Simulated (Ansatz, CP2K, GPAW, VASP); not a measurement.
# One calculation of Ba2Tl5V3O12, 4 ways

```xyz
22
Lattice="8.1542 0.0000 0.0000 -4.0771 7.0618 0.0000 0.0000 0.0000 6.9213" Properties=species:S:1:pos:R:3 pbc="T T T"
Ba    0.0000    0.0000    1.6301
Ba    0.0000    0.0000    5.2912
V     4.0771    0.0000    0.0000
V    -2.0386    3.5309    0.0000
V     2.0386    3.5309    0.0000
Tl    4.0771    0.0000    3.4606
Tl   -2.0386    3.5309    3.4606
Tl    2.0386    3.5309    3.4606
Tl    0.0000    4.7079    1.5565
Tl    4.0771    2.3539    5.3648
O     1.3636    2.4246    5.6370
O     1.2955    7.0304    5.6370
O    -2.6592    4.6685    5.6370
O     1.4179    2.3932    1.2843
O     5.4407    4.6372    1.2843
O     5.3726    0.0314    1.2843
O     2.7135    4.6372    1.2843
O     2.7816    0.0314    1.2843
O     6.7363    2.3932    1.2843
O     2.6592    4.6685    5.6370
O    -1.3636    2.4246    5.6370
O    -1.2955    7.0304    5.6370
```

The cell comes from a database or a generator and needn't be the stable form of this composition.

Alike in all runs: task single point; functional PBE; k mesh 4 × 4 × 4; occupations fermi-dirac, width 0.05 eV; collinear spin, ferromagnetic start; no spin-orbit coupling. Pressure is positive in compression and, in plane waves, holds the error of the finite cutoff.

```tsv
program and potentials	plane-wave cutoff (eV)	notes	pressure (GPa)	net moment per atom (μB)	largest force (eV/Å)
VASP, PBE PAW files Ba_sv, O, Tl_d, V_sv, 520 eV	520	-	?	?	?
Ansatz, all-electron LAPW, scalar-relativistic	-	-	0.19	0.00	0.054
GPAW, GPAW PAW data sets (gpaw-data 1.2.1)	800	-	0.76	0.00	0.174
CP2K, POTENTIAL_UZH Ba GTH-PBE-q10, V GTH-PBE-q13, Tl GTH-PBE-q13, O GTH-PBE-q6; DZVP-MOLOPT-PBE-GTH basis	-	atomic basis	1.69	0.00	0.239
```

Problem. Estimate from the other rows what the run with VASP, PBE PAW files Ba_sv, O, Tl_d, V_sv, 520 eV gave.

Solution. Pressure 0.74 GPa; net moment per atom 0.00 μB; largest force 0.109 eV/Å. The other rows, which needn't bracket it: pressure 0.19 to 1.69; net moment per atom 0.00; largest force 0.054 to 0.239.
